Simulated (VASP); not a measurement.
A convergence study with VASP on SrTiO₃ (cubic perovskite): one setting is varied, all else stays as given below, so the limit is that of these other settings. Each run relaxes cell and ions from the cell shown. The basis is that of the starting cell, so low cut-offs carry a Pulay error.

```
CELL_PARAMETERS angstrom
      3.90500     0.00000     0.00000
      0.00000     3.90500     0.00000
      0.00000     0.00000     3.90500
ATOMIC_POSITIONS crystal
  Sr 0.00000 0.00000 0.00000
  Ti 0.50000 0.50000 0.50000
  O  0.50000 0.00000 0.50000
  O  0.00000 0.50000 0.50000
  O  0.50000 0.50000 0.00000
```

Calculation: PBE GGA, VASP's PBE PAW potentials (set 64) (plane waves; VASP). The tightest run used: 800 eV cut-off, 4×4×4 Γ-centred mesh, Gaussian smearing of 0.050 eV, potentials Sr_sv Ti_sv O.

Gaps are read on the run's mesh, which can miss a band edge.

The settings run are ENCUT = 250; ENCUT = 300; ENCUT = 350; ENCUT = 400; ENCUT = 450; ENCUT = 500; ENCUT = 550; ENCUT = 600; ENCUT = 650; ENCUT = 700; ENCUT = 750; ENCUT = 800. From which on does the relaxed volume stay within 0.05 Å³/atom of the tightest run?…

From ENCUT = 500 on: it is off by 0.009 there and by no more than 0.05 in any finer run, while ENCUT = 450 is off by 0.103.
| setting | relaxed volume (Å³/atom) | E (eV/atom) | gap on the mesh (eV) | plane waves | difference judged (Å³/atom) |
|---|---|---|---|---|---|
| ENCUT = 250 | 9.901 | -8.7881 | 2.270 | 554 | 2.344 |
| ENCUT = 300 | 10.772 | -8.2276 | 1.987 | 739 | 1.473 |
| ENCUT = 350 | 11.450 | -8.0521 | 1.924 | 912 | 0.795 |
| ENCUT = 400 | 11.898 | -8.0202 | 1.847 | 1108 | 0.347 |
| ENCUT = 450 | 12.142 | -8.0163 | 1.803 | 1328 | 0.103 |
| ENCUT = 500 | 12.236 | -8.0167 | 1.786 | 1528 | 0.009 |
| ENCUT = 550 | 12.248 | -8.0170 | 1.784 | 1763 | 0.003 |
| ENCUT = 600 | 12.237 | -8.0178 | 1.787 | 2008 | 0.008 |
| ENCUT = 650 | 12.230 | -8.0188 | 1.788 | 2272 | 0.015 |
| ENCUT = 700 | 12.231 | -8.0198 | 1.788 | 2522 | 0.014 |
| ENCUT = 750 | 12.237 | -8.0205 | 1.788 | 2801 | 0.008 |
| ENCUT = 800 | 12.245 | -8.0210 | 1.787 | 3112 | 0.000 |

Left out are rungs that failed or repeat a setting and relaxations that didn't move; long series are thinned to 24 rows.

The compound is SrTiO3 in the cubic perovskite structure, the ideal cubic form; the compound distorts at low or room temperature.
